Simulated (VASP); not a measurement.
MgS, 4 atoms in the cell. The structure is hexagonal, space group P6_3mc (No. 186). The conventional cell has a = 4.055 Å, b = 4.055 Å, c = 6.491 Å, α = 90.00°, β = 90.00°, γ = 120.00°. Mg (site symmetry 3m) has 4 S at 2.47 Å as nearest neighbours. Around S (site symmetry 3m) lie 4 Mg at 2.47 Å. The cell comes from a database or a generator and needn't be the stable form of this composition.

```yaml
Program: VASP 6.6.1
Task: relaxation of cell and atoms
Functional: PBEsol
Potentials_or_basis: VASP PAW PBE potentials, release 64 (Mg, S)
Cutoff: 600 eV
k_mesh: 6 × 6 × 4
Occupations: gaussian, width 0.02 eV
Spin: no spin polarisation
Dipole_correction: no
Further_INCAR_settings: ALGO = Normal; EDIFF = 1e-06; IBRION = 2; EDIFFG = -0.005; NSW = 70; ISIF = 3
```

Potentials or basis: VASP PAW PBE potentials, release 64 (Mg, S).

Run with:

```sh
$ cat potpaw_PBE.64/Mg/POTCAR potpaw_PBE.64/S/POTCAR > POTCAR
$ mpirun -np 1 vasp_std > vasp.out
```

Hardware: 1 thread of Intel(R) Xeon(R) 6975P-C (Granite Rapids) (shared host).

Q: How long does it take, and how much memory?

A: It took 61 s on 1 thread of Intel(R) Xeon(R) 6975P-C (Granite Rapids), on a shared host, peak memory 0.24 GiB. Counts: scf iterations 62, k points 21, ion steps 11.
